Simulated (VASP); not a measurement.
All values below come from PBE GGA with D3 dispersion (Becke-Johnson damping), VASP's PBE PAW potentials (set 64) (plane waves; VASP 6.6.1).

VASP input:

### POSCAR
```
Ge atom
1
   12.0000000000     0.0000000000     0.0000000000
    0.0000000000    12.5000000000     0.0000000000
    0.0000000000     0.0000000000    13.0000000000
Ge
1
Direct
  0.0000000000   0.0000000000   0.0000000000
```

**INCAR**
```
# general
SYSTEM   =  Ge atom
PREC     =  Normal
ENCUT    =  520
LREAL    =  F
LASPH    =  T
ISYM     =  0

# electronic loop
EDIFF    =  1E-6
NELM     =  200
ALGO     =  All
LMAXMIX  =  4

# smearing
ISMEAR   =  0
SIGMA    =  0.01

# functional
GGA      =  PE
IVDW     =  12

# spin
ISPIN    =  2
MAGMOM   =  2
NUPDOWN  =  2

# output
LWAVE    =  F
LCHARG   =  F
LORBIT   =  10
```

### KPOINTS
```
kpoints
0
Gamma
  1 1 1
0 0 0
```

POTCAR, in this order: Ge_d (PBE.64 set). Program: vasp_gam. Read from the step before: WAVECAR.

What VASP printed:

OSZICAR:
```
       N       E                     dE             d eps       ncg     rms           ort
SDA:   1    -0.767589641953E+00   -0.76759E+00    0.00000E+00    12   0.653E-06   0.000E+00
CGA:   2    -0.767589769402E+00   -0.12745E-06   -0.10813E-06    12   0.666E-07  -0.927E-07
   1 F= -.76785640E+00 E0= -.76400528E+00  d E =-.770225E-02  mag=     2.0000
```

### OUTCAR
```
------------------------ aborting loop because EDIFF is reached ----------------------------------------
 Edisp (eV)   -0.00027
  FORCE on cell =-STRESS in cart. coord.  units (eV):
  Direction    XX          YY          ZZ          XY          YZ          ZX
  --------------------------------------------------------------------------------------
  Total      -0.00303    -0.01318    -0.00846    -0.00013     0.00003    -0.00004
  in kB      -0.00249    -0.01083    -0.00695    -0.00010     0.00003    -0.00003
  external pressure =       -0.01 kB  Pullay stress =        0.00 kB
  volume of cell :     1950.00
      direct lattice vectors                 reciprocal lattice vectors
    12.000000000  0.000000000  0.000000000     0.083333333  0.000000000  0.000000000
     0.000000000 12.500000000  0.000000000     0.000000000  0.080000000  0.000000000
     0.000000000  0.000000000 13.000000000     0.000000000  0.000000000  0.076923077
 POSITION                                       TOTAL-FORCE (eV/Angst)
 -----------------------------------------------------------------------------------
      0.00000      0.00000      0.00000        -0.000000      0.000000     -0.000002
 -----------------------------------------------------------------------------------
    total drift:                               -0.000000      0.000000     -0.000002
  FREE ENERGIE OF THE ION-ELECTRON SYSTEM (eV)
  ---------------------------------------------------
  free  energy   TOTEN  =        -0.7678564044 eV

  energy  without entropy=       -0.7601541563  energy(sigma->0) =       -0.76400528

 total charge

# of ion       s       p       d       tot
------------------------------------------
    1        1.309   0.760   9.955  12.024

 magnetization (x)

# of ion       s       p       d       tot
------------------------------------------
    1        0.003   0.760   0.000   0.763
```
(Selected blocks of OUTCAR.)

The atom may not be in its lowest state.

The cell is a free atom in a box.
